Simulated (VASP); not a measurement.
Method: PBEsol GGA, VASP's PBE PAW potentials (set 64) (plane waves; VASP 6.6.1).

The input files of a VASP run:

**POSCAR**
```
C
1
    2.4602483167     0.0000000000     0.0000000000
   -1.2301241584     2.1306379453     0.0000000000
    0.0000000000     0.0000000000     7.0462806896
C
4
Direct
  0.0000000000   0.0000000000   0.2500000000
  0.0000000000   0.0000000000   0.7500000000
  0.3333330000   0.6666670000   0.2500000000
  0.6666670000   0.3333330000   0.7500000000
```

KPOINTS:
```
Automatic mesh
0
Gamma
9 9 3
0 0 0
```

**INCAR**
```
! general
SYSTEM=C
PREC  =Accurate
ENCUT =650   ! plane-wave cut-off (eV)
LREAL =.FALSE.
LASPH =.TRUE.

! electronic loop
EDIFF =1E-7   ! SCF stop (eV)
NELM  =100   ! most electronic steps
ALGO  =Normal

! smearing
ISMEAR=0
SIGMA =0.05   ! width (eV)

! functional
GGA   =PS   ! PBEsol

! ions
IBRION=6   ! finite differences
NSW   =1
ISIF  =3   ! ions, shape and volume
POTIM =0.015
NFREE =2

! output
LWAVE =.FALSE.
LCHARG=.FALSE.
```

POTCAR, in this order: C (PBE.64 set). Program: vasp_std.

Question: What will the output report for the number of irreducible k-points (NKPTS), number of bands (NBANDS), largest plane-wave count, number of space-group operations, FFT grid (NGX, NGY, NGZ)?

Answer: 
The number of irreducible k-points (NKPTS) is 24 and the number of bands (NBANDS) is 12. The largest plane-wave count is 1399. The number of space-group operations comes out as 24 and the FFT grid (NGX, NGY, NGZ) comes out as 20 × 20 × 60.

The structure comes from a measured C entry (P6_3/mmc) of the Crystallography Open Database, whose conditions weren't checked. It was relaxed first.
